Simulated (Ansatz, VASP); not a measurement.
## One calculation of Au3SI, two programs

```
I S Au
1.0
     5.94284    0.00000    0.00000
     0.00000    5.94284    0.00000
     0.00000    0.00000    5.94284
I S Au
1 1 3
Direct
  0.00000 0.00000 0.00000
  0.50000 0.50000 0.50000
  0.50000 0.50000 0.00000
  0.50000 0.00000 0.50000
  0.00000 0.50000 0.50000
```

The cell comes from a database or a generator and needn't be the stable form of this composition.

Alike in both runs: task single point; functional PBEsol; k mesh 4 × 4 × 4; occupations gaussian, width 0.05 eV; no spin polarisation.

|  | VASP | Ansatz |
| --- | --- | --- |
| version | VASP 6.6.1 | Ansatz 0.2.0 |
| potentials or method | VASP PAW PBE potentials, release 64 (I, S, Au) | scalar-relativistic, plane waves, PAW |
| plane-wave cutoff (eV) | 520 | 420 |
| valence electrons in the cell | 46 | 80 |

```tsv
	VASP	Ansatz	Ansatz less VASP
gap on the k mesh at the Fermi level (eV)	none	none	-
pressure (GPa)	-8.7	-8.7	+0.03
```

A gap of «none» marks a metal or a gap that the smearing closes. With one functional, cell and mesh, what is left measures potentials, basis and numerics. The two sets of potentials don't hold the same shells in valence.

Caveats: the PAW data sets were made with another functional, which shifts forces and pressure a little (VASP). Spin-orbit coupling is left out, which matters for the levels of Au, I.
